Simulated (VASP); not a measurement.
```yaml
crystal:
  lattice:
    - [4.72350, 0.00000, 0.00000]
    - [0.00000, 4.72350, 0.00000]
    - [0.00000, 0.00000, 3.14565]
  atoms:
    - { symbol: Zn, position: [0.00000, 0.00000, 0.00000] }
    - { symbol: Zn, position: [0.50000, 0.50000, 0.50000] }
    - { symbol: F, position: [0.30300, 0.30300, 0.00000] }
    - { symbol: F, position: [0.80300, 0.19700, 0.50000] }
    - { symbol: F, position: [0.19700, 0.80300, 0.50000] }
    - { symbol: F, position: [0.69700, 0.69700, 0.00000] }
```

The numbers are results of PBE GGA, VASP's PBE PAW potentials (set 64) (plane waves; VASP 6.6.1), not measurements. Run with 400 eV cut-off, 5×5×7 Γ-centred mesh, Fermi-Dirac smearing of 0.050 eV, potentials Zn F.

### Question
Give the energies of bands 15 to 28 at the high-symmetry points, in eV from the valence-band maximum.

### Answer

```tsv
band	Γ	X	M	Z	R	A
15	-2.92	-2.70	-2.92	-2.82	-2.98	-2.82
16	-2.92	-2.70	-2.92	-2.82	-2.98	-2.82
17	-2.88	-2.17	-2.59	-2.78	-2.83	-2.52
18	-2.47	-2.17	-2.59	-2.78	-2.83	-2.52
19	-2.02	-1.96	-2.16	-1.70	-2.35	-1.46
20	-1.59	-1.96	-2.16	-1.70	-2.35	-1.46
21	-1.51	-1.57	-1.56	-1.34	-1.74	-1.45
22	-1.51	-1.57	-1.56	-1.34	-1.74	-1.45
23	-1.15	-0.63	-1.23	-1.28	-1.30	-1.23
24	-0.34	-0.63	-1.23	-1.28	-1.30	-1.23
25	-0.34	-0.43	-0.36	-1.24	-0.06	-0.78
26	0.00	-0.43	-0.36	-1.24	-0.06	-0.78
27	3.48	6.08	6.99	8.21	8.72	8.04
28	9.30	6.08	6.99	8.21	8.72	8.04
```

The gap is direct, 3.48 eV, from the valence maximum at Γ to the conduction minimum at Γ.

The structure is a typed ZnF2 crystal (P4_2/mnm). The cell was not relaxed at this level.
